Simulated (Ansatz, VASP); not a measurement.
# AlNi: VASP beside Ansatz, part 2 of 2

One calculation is typed for both programs; each brings its own data sets. How far apart do they land? The cell is taken from a series of runs on this material, whose earlier steps may have relaxed, scaled, displaced or heated it; both programs get it as it stands.

VASP 6.6.1 and Ansatz 0.2.0.

So far: The structure; VASP: zone-centre phonons, LDA.

### Step 3. Ansatz: zone-centre phonons, LDA

Level of this step: Ansatz beside VASP: Kohn-Sham DFT, plane waves, LDA (Ansatz).

Ansatz runs on its PAW soft_1 files.

The same cell, functional (in two slightly different forms), mesh and smearing now go to Ansatz, which takes its cutoff from its data sets.

File input.yaml:

```yaml
crystal:
  lattice:
    - [2.9451932857, 0.0, 0.0]
    - [0.0, 2.9451932857, 0.0]
    - [0.0, 0.0, 2.7100617068]
  atoms:
    - { symbol: Al, position: [0.0, 0.0, 0.0] }
    - { symbol: Ni, position: [0.5, 0.5, 0.5] }
kpoints:
  mp_grid: { grid: [16, 16, 16] }
hamiltonian:
  xc: lda
  pseudopotentials: { kind: paw, azcp: { folder: soft_1 }, xc_functional: pbe }
scf:
  occupations: { method: methfessel_paxton, width: 0.2 }
output:
  eigenvalues: true
phonons:
  method: dfpt
```

Launch:

```console
> ansatz run input.yaml --threads 4 --pin off --max-ram 10240MiB --backend cpu --events-out ev --progress --plain --runs-dir out
```

Numbers of over 12 decimals in the logs are rounded to 6 here.

Output:

```text
zone centre: on kpoints.mp_grid the ground state, and the responses unless they are solved on pairs of k-points, stand on 729 of the mesh's 4096 k-points, reduced under 8 symmetry operations, with k and −k counted as one. Each operation leaves every solved displacement unchanged or reverses it
Engine: ansatz 0.2.0, aarch64-unknown-linux-gnu
Pseudopotentials: kind: paw
Pseudopotential: Al, paw, valence charge 3, recommended cutoff 420 eV (normal), soft_1/Al.paw.azcp
Pseudopotential: Ni, paw, valence charge 18, recommended cutoff 420 eV (normal), soft_1/Ni.paw.azcp
Functional definition: SPW92
  exchange = slater_x
  correlation = pw_c
Crystal: 2 atoms, lattice volume = 23.508 Å³
Basis set: ecut = 420 eV, 461 PW (Γ), exchange–correlation on 40×40×40 points (8 copies of the dense FFT grid, shifted against one another)
Bands: 15, of which v1, the nominal top of the filled ones, is band 11 counted from 1 (10 counted from 0)
Symmetry: 16 space group operations
k-points: 729 of 4096 (irreducible under 8 space group operations)
Non-local potential: Al, projectors of the file, l = 0: 2, l = 1: 2, l = 2: 1
Non-local potential: Ni, projectors of the file, l = 0: 3, l = 1: 2, l = 2: 3, l = 3: 1
PAW form: soft (Blöchl's): semilocal exchange-correlation on the pseudo side does not see the compensation charge
PAW frozen core: Al, regenerated for the run's functional, and the local potential with it (the file was generated under x = pbe(κ = 0.804, μ = 0.219515), c = pbe(β = 0.066725))
PAW frozen core: Ni, regenerated for the run's functional, and the local potential with it (the file was generated under x = pbe(κ = 0.804, μ = 0.219515), c = pbe(β = 0.066725))
PAW one-centre angular grid: Al, 110 points (default); XC on 64 Gauss nodes
PAW one-centre angular grid: Ni, 590 points (default); XC on 64 Gauss nodes
Initial density: superposition of atomic densities (chi_scale 0.1, normalization cell, long waves kept (reshape's long-wave potential 0.00 eV rms))
Initial wavefunctions: pseudopotential atomic-orbital guess
Functional: x = slater, c = lda
SCF iter   1: F=—  HF=-6288.034573 eV  |F-HF|=—  |Δ(HF+E_count)|=         —  Δρ=7.94e-2  dr2=1.55e0  ethr=3.10e-3  ⟨swp⟩=4.1  Hψ=48597  notcnv=0
preconditioner: auto → none  [metal: Δε(μ)=0.019 eV  Ē_g=10.272 eV  σ=0.200 eV  W_gap=0.08  n_scr=6 (ndim 8)  ℏωp=27.6 eV  f_vac=0.000  D(μ)=0.73/eV (n_scr^D=6)  sad-step TF]
SCF iter   2: F=—  HF=-6287.851817 eV  |F-HF|=—  |Δ(HF+E_count)|=   1.83e-1  S|Δr|=    0.00e0  Δρ=6.04e-2  dr2=9.47e-1  ethr=3.10e-3  ⟨swp⟩=2.0  Hψ=19596  notcnv=0  defer=145
SCF iter   3: F=—  HF=-6287.643965 eV  |F-HF|=—  |Δ(HF+E_count)|=   2.08e-1  S|Δr|=    0.00e0  Δρ=2.06e-2  dr2=9.52e-2  ethr=3.10e-3  ⟨swp⟩=2.0  Hψ=14033  notcnv=0  defer=145
SCF iter   4: F=—  HF=-6287.627609 eV  |F-HF|=—  |Δ(HF+E_count)|=   1.64e-2  S|Δr|=    0.00e0  Δρ=5.47e-3  dr2=4.04e-3  ethr=4.53e-4  ⟨swp⟩=2.0  Hψ=18625  notcnv=0  defer=134
SCF iter   5: F=—  HF=-6287.627432 eV  |F-HF|=—  |Δ(HF+E_count)|=   1.77e-4  S|Δr|=    0.00e0  Δρ=1.16e-3  dr2=1.46e-4  ethr=1.93e-5  ⟨swp⟩=2.3  Hψ=14770  notcnv=0  defer=132
SCF iter   6: F=—  HF=-6287.627381 eV  |F-HF|=—  |Δ(HF+E_count)|=   5.16e-5  S|Δr|=    0.00e0  Δρ=2.83e-4  dr2=9.73e-6  ethr=6.93e-7  ⟨swp⟩=2.7  Hψ=18193  notcnv=0  defer=132
SCF iter   7: F=—  HF=-6287.627377 eV  |F-HF|=—  |Δ(HF+E_count)|=   3.85e-6  S|Δr|=    0.00e0  Δρ=4.16e-5  dr2=2.46e-7  ethr=4.63e-8  ⟨swp⟩=2.3  Hψ=15723  notcnv=0  defer=132
SCF iter   8: F=—  HF=-6287.627393 eV  |F-HF|=—  |Δ(HF+E_count)|=   1.67e-5  S|Δr|=    0.00e0  Δρ=3.57e-6  dr2=1.91e-9  ethr=1.17e-9  ⟨swp⟩=2.3  Hψ=15866  notcnv=0  defer=130
SCF iter   9: F=-6287.627393 eV  HF=-6287.627393 eV  |F-HF|=0.00e0  |Δ(HF+E_count)|=  3.94e-10  S|Δr|=    0.00e0  Δρ=1.67e-7  dr2=3.91e-12  ethr=1.00e-12  ⟨swp⟩=5.4  Hψ=56713  notcnv=0
SCF 1 converged in 9 iterations: F = -6287.627393 eV  dr2 = 3.91e-12
  greatest PAW one-centre occupation: 1.001 electrons in one spin orbital (limit 2), on the Ni atom at site 1 (counted from 0), in its partial waves of l = 1
DFPT response loops at Γ: preconditioner auto → Kerker (q_TF=auto, 2.677 Å⁻¹) (partly filled bands, converged f_vac=0.000); β = 1.00, the filter's whole step (`scf.mixing.beta` (0.50) is not read by the response loops under this deck's `scf.mixing.preconditioner`; to damp them name `kerker` or `kerker_dos`, under which they read `scf.mixing.beta`, and type it under 1.00, their step now; both keys bind the ground state too); Broyden in place of MSR1
SCF converged after 9 iterations
Stability not checked: this state was not tested for a lower state beside it, because cold or Methfessel-Paxton smearing, or corrected tetrahedra, fill the levels in a way that the test cannot read (fill_not_monotonic; see scf.lower_state_search)
Free energy (F): -6287.627393 eV
Harris-Foulkes:  -6287.627393 eV  (|F-HF|=0.00e0)
Internal energy: -6287.627843 eV  (E = F + TS)
E sigma→0 (E₀):  -6287.627506 eV
Entropy (-TS):   0.000449 eV (0.225 meV/atom)
Fermi energy:    13.835487 eV
--- Per-component energies (eV) ---
  E_band       = -336.691719
  E_kinetic    = 369.491480
  E_local      = -3736.027114  (includes V_loc(G=0)·N_el)
  E_nonlocal   = -101.947465
  E_hartree    = 1957.969230
  E_xc         = -151.807333
  E_vxc        = -177.895004  (∫ρ·V_xc dr)
  E_paw        = -2037.387377  (= ΣΔE_a)
  E_vpaw       = -606.252785  (= ΣTr[D̂ρ^β])
  E_aug_tail   = 0.000814  (compensation charges beyond the density's cutoff)
  E_ewald      = -2588.409917
  E_core_change = 0.489838  (= ΣΔE_core)
  E_smearing   = 0.000449  (= −TS)
  E_closure    = -0.000000  (closes the sum)
  Σ components = -6287.627393   (vs F -6287.627393, Δ=0.00e0)
--- Band table (eV; the first three rows and the last of 729) ---
  k-point 0: bands = [... 7 lower, 12.0751, 12.3408, 12.3408, 18.3738, 18.3738, 21.4662, 21.7261, 22.0371]
  k-point 1: bands = [... 7 lower, 12.0807, 12.2936, 12.2936, 18.4856, 18.4856, 20.1946, 21.7388, 22.9727]
  k-point 2: bands = [... 7 lower, 12.0967, 12.1651, 12.1651, 18.5590, 18.8088, 18.8088, 21.7766, 23.7619]
  k-point 728: bands = [... 7 lower, 12.7203, 12.9011, 15.7891, 15.7891, 15.9367, 17.6024, 17.7989, 18.7072]
--- Phonons (Γ-DFPT): 4 representative perturbations + reference, on 729 of 4096 k-points (Σ response iterations 13) ---
  k mesh reduced under 8 symmetry operations, with k and −k counted as one. Each operation leaves every solved displacement unchanged or reverses it
  ASR residual: 3.793e-5 → 0.000e0 eV/Å²; symmetrization residual: 1.726e-6 eV/Å²
  ASR residual per site (eV/Å²): 2.03e-5 3.79e-5
  Γ frequencies (cm⁻¹): 0.00 0.00 0.00 282.57 283.65 283.65
  non-analytic LO–TO correction: not included (Born effective charges unavailable; polar crystals: no LO–TO splitting at Γ)
```

Reading the cycles: dr2 is the Hartree energy of the density residual (eV), the measure of convergence; HF is the Harris–Foulkes estimate of the energy, which meets the free energy F at convergence.

### Step 4. Comparison

Known differences besides the potentials themselves: the data sets hold 21 valence electrons in Ansatz (on its PAW soft_1 files) and 13 in VASP; the cutoff is 420 eV in Ansatz and 600 eV in VASP; VASP's log shows a relativistic correction to its local exchange, Ansatz's none. Total energies have different zeros and are not compared.

Both answers:

```tsv
quantity	Ansatz	VASP	difference
optical mode 1 (cm⁻¹)	282.6	284.0	-0.51 %
optical mode 2 to 3 (cm⁻¹)	283.6	285.4	-0.61 %
```

Modes are paired by rising frequency, not by their patterns, so a pair may set unlike modes beside each other; they are those without the splitting of longitudinal modes.

### Step 5. Summary of results

```
r.m.s. difference of the optical zone-centre modes, each program's sorted by frequency (zone-centre phonons, LDA) : 1.6 cm⁻¹
difference in optical mode 2 to 3 (zone-centre phonons, LDA)                                                      : -0.6 %
```

What this shows: The r.m.s. difference of the optical zone-centre modes, each program's sorted by frequency is 1.6 cm⁻¹ (zone-centre phonons, LDA). The data sets hold unlike numbers of valence electrons (21 in Ansatz and 13 in VASP), so part of the differences comes from the potentials. Among the rows given in per cent, the largest difference of the zone-centre phonons, LDA pair is in optical mode 2 to 3, -0.6 %. How closely two codes agree says nothing of how well the functional describes the real material.

[Lines on the potential files, build, host, timing and source positions are cut from VASP's logs without a mark.]

[Logs are printed without paths, hosts, clocks, repeated set-up lines and the standing remarks that a program may print on its own settings, such as how far it seeks lower states.]

[Hosts, paths, dates, database ids (printed as entryN), source tags and the programs' standing remarks are cut or masked in the printed files.]
